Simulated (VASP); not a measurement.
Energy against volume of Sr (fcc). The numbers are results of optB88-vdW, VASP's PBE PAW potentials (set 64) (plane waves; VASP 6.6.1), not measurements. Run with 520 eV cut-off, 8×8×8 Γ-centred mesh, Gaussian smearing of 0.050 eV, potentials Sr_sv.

```
V (Å³/atom)  E (eV/atom)
-----------  -----------
50.167           0.71361
51.719           0.71167
53.270           0.71339
54.822           0.71821
```

Question: Fit these four points and predict the energy of the run at 48.616 Å³/atom.

Answer: A cubic in V^(−2/3), the third-order Birch-Murnaghan form, passes through the four points with V0 = 51.72 Å³/atom and B0 = 13 GPa, and gives 0.7199 eV/atom there. The run gave 0.7199 eV/atom, +0.0 meV/atom from the fit; all five points give B0 = 13 GPa.

The compound is Sr in the fcc structure. It was relaxed first, which changed the volume by -8 %.
